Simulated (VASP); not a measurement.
VASP input:

### POSCAR
```
Sb
1
    3.8983660000    -2.1337270000     0.0000000000
    3.8983660000     2.1337270000     0.0000000000
    2.7423330000     0.0000000000     3.5854510000
Sb
2
Direct
  0.2335000000   0.2335000000   0.2335000000
  0.7760240000   0.7760240000   0.7665000000
```

INCAR:
```
# general
SYSTEM  = Sb
PREC    = Accurate
ENCUT   = 400   # plane-wave cut-off (eV)
LREAL   = .False.   # projection in real space or not
LASPH   = .True.

# electronic loop
EDIFF   = 1E-6
NELM    = 100
ALGO    = Normal   # blocked Davidson
LMAXMIX = 4   # l cut-off of mixed one-centre charges

# smearing
ISMEAR  = 1   # Methfessel-Paxton
SIGMA   = 0.1

# functional
GGA     = PE

# ions
ISIF    = 2   # forces and stress, cell fixed

# output
LWAVE   = .False.
LCHARG  = .False.
```

### KPOINTS
```
Automatic mesh
0
Monkhorst-Pack
6 6 6
0 0 0
```

POTCAR, in this order: Sb (PBE.64 set). Program: vasp_std.

Question: Write an equivalent input for Quantum ESPRESSO's pw.x.

Answer: One equivalent input (not run):
```
&CONTROL
  calculation = 'scf'
  pseudo_dir = './pseudo'
  outdir = './out'
  tprnfor = .true.
  tstress = .true.
/
&SYSTEM
  ibrav = 0
  nat = 2
  ntyp = 1
  ecutwfc = 80
  occupations = 'smearing'
  smearing = 'methfessel-paxton'
  degauss = 0.00735
  input_dft = 'pbe'
/
&ELECTRONS
  conv_thr = 7.3e-08
  electron_maxstep = 100
/
ATOMIC_SPECIES
  Sb 121.760 Sb.upf
CELL_PARAMETERS angstrom
     3.8983660   -2.1337270    0.0000000
     3.8983660    2.1337270    0.0000000
     2.7423330    0.0000000    3.5854510
ATOMIC_POSITIONS crystal
  Sb   0.2335000  0.2335000  0.2335000
  Sb   0.7760240  0.7760240  0.7665000
K_POINTS automatic
  6 6 6 1 1 1
```
Limits of the translation: the potentials are each code's own (VASP's PAW set, PseudoDojo norm-conserving files in pw.x), so ENCUT and ecutwfc are chosen apart and not converted; conv_thr bounds pw.x's estimated SCF error, while EDIFF bounds the energy change between steps; an even Monkhorst-Pack mesh in KPOINTS is the half-step-shifted mesh of pw.x.

The compound is Sb in the a7 structure. The cell was not relaxed at this level. The run is one of a series of settings (KPOINTS 6×6×6 Monkhorst-Pack mesh against the base run), some of them coarse on purpose.
